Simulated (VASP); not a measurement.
An input for Quantum ESPRESSO's pw.x (written as the equivalent of a VASP run, and not itself run):

```
&CONTROL
  calculation = 'scf'
  pseudo_dir = './pseudo'
  outdir = './out'
  tprnfor = .true.
  tstress = .true.
/
&SYSTEM
  ibrav = 0
  nat = 4
  ntyp = 2
  ecutwfc = 84
  occupations = 'tetrahedra'
  input_dft = 'pbesol'
/
&ELECTRONS
  conv_thr = 7.3e-09
  electron_maxstep = 100
/
ATOMIC_SPECIES
  Ti 47.867 Ti.upf
  Pt 195.084 Pt.upf
CELL_PARAMETERS angstrom
     3.8978673    0.0000000    0.0000000
     0.0000000    3.8978673    0.0000000
     0.0000000    0.0000000    3.8978673
ATOMIC_POSITIONS crystal
  Ti   0.0000000  0.0000000  0.0000000
  Pt   0.0000000  0.5000000  0.5000000
  Pt   0.5000000  0.0000000  0.5000000
  Pt   0.5000000  0.5000000  0.0000000
K_POINTS automatic
  9 9 9 0 0 0
```

Write the VASP files for the same calculation (PBEsol).

Several could match; the one computed here: 
File POSCAR:
```
Pt3Ti
1.0
  3.8978672699   0.0000000000   0.0000000000
  0.0000000000   3.8978672699   0.0000000000
  0.0000000000   0.0000000000   3.8978672699
Ti Pt
1 3
Cart
  0.0000000000   0.0000000000   0.0000000000
  0.0000000000   1.9489336349   1.9489336349
  1.9489336349   0.0000000000   1.9489336349
  1.9489336349   1.9489336349   0.0000000000
```

**INCAR**
```
SYSTEM = Pt3Ti
PREC = Accurate; ENCUT = 400; LREAL = .False.
LASPH = .True.
EDIFF = 1E-7; NELM = 100; ALGO = Normal
LMAXMIX = 6
ISMEAR = -5
GGA = PS
ISIF = 2
LWAVE = .False.; LCHARG = .True.; LORBIT = 11
NEDOS = 601
```

### KPOINTS
```
Automatic mesh
0
Gamma
9 9 9
0 0 0
```

POTCAR, in this order: Ti_sv Pt (PBE.64 set). Program: vasp_std.

What does not carry over: the potentials are each code's own (VASP's PAW set, PseudoDojo norm-conserving files in pw.x), so ENCUT and ecutwfc are chosen apart and not converted; conv_thr bounds pw.x's estimated SCF error, while EDIFF bounds the energy change between steps.

The compound is Pt3Ti in the L1_2 structure. It was relaxed first.
